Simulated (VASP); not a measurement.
```xyz
2
Lattice="4.4511 -2.3452 0.0521 4.4511 2.3452 0.0521 3.1704 0.0000 3.9069" Properties=species:S:1:pos:R:3 pbc="T T T"
Bi     2.8005     0.0000     0.9305
Bi     9.2722     0.0000     3.0806
```

These are revPBE GGA, VASP's PBE PAW potentials (set 64) (plane waves; VASP) values and carry that method's errors. Numerical set-up: 520 eV cut-off, 10×10×10 Γ-centred mesh, first-order Methfessel-Paxton smearing of 0.10 eV, potentials Bi_d.

**Question.** The ions and cell shape at fixed volume are relaxed. Predict the relaxed structure.

**Answer.** 
```xyz
2
Lattice="4.5971 -2.3016 0.1271 4.5971 2.3016 0.1271 3.3401 0.0000 3.9102" Properties=species:S:1:pos:R:3 pbc="T T T"
Bi     2.8618     0.0000     0.9508
Bi     9.6725     0.0000     3.2136
```
Space group R-3m (166), at a tolerance of 0.03 Å.

**Question.** How much energy does the relaxation gain?

**Answer.** The energy (σ→0) changes by -8.0 meV/atom, in 6 ionic steps.

| step | E(σ→0) (eV) | max force (eV/Å) | pressure (GPa) | volume (Å³) |
|---|---|---|---|---|
| 1 | -7.1221 | 0.258 | -1.98 | 80.79 |
| 2 | -7.1283 | 0.176 | -1.75 | 80.79 |
| 3 | -7.1346 | 0.014 | -1.21 | 80.79 |
| 4 | -7.1347 | 0.044 | -1.12 | 80.79 |
| 5 | -7.1368 | 0.033 | -1.01 | 80.79 |
| 6 | -7.1382 | 0.008 | -0.78 | 80.79 |

The compound is Bi in the a7 structure. This cell is one point of a volume scan, at 1.06 of the reference volume. Symmetry was kept, so distortions that lower it aren't found.
